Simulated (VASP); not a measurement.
Consider the following.

```
CELL_PARAMETERS angstrom
      0.00000     3.29636     3.29636
      3.29636     0.00000     3.29636
      3.29636     3.29636     0.00000
ATOMIC_POSITIONS crystal
  Sr 0.00000 0.00000 0.00000
  Te 0.50000 0.50000 0.50000
```

Calculation: rev-vdW-DF2, VASP's PBE PAW potentials (set 64) (plane waves; VASP). Numerical set-up: 520 eV cut-off, 7×7×7 Γ-centred mesh, Gaussian smearing of 0.050 eV, potentials Sr_sv Te.

Q: The job: SrTe (rock salt), 2 atoms, rev-vdW-DF2, static run, 520 eV, 7×7×7 Γ-centred mesh. Roughly how much core time does it take on a busy server core?

A: About 60 core-seconds (one run on a shared machine, a rough figure). It had 20 irreducible k-points, 12 bands, up to 1948 plane waves and 13 electronic steps.

The compound is SrTe in the rock salt structure. This cell is one point of a volume scan, at 0.97 of the reference volume.
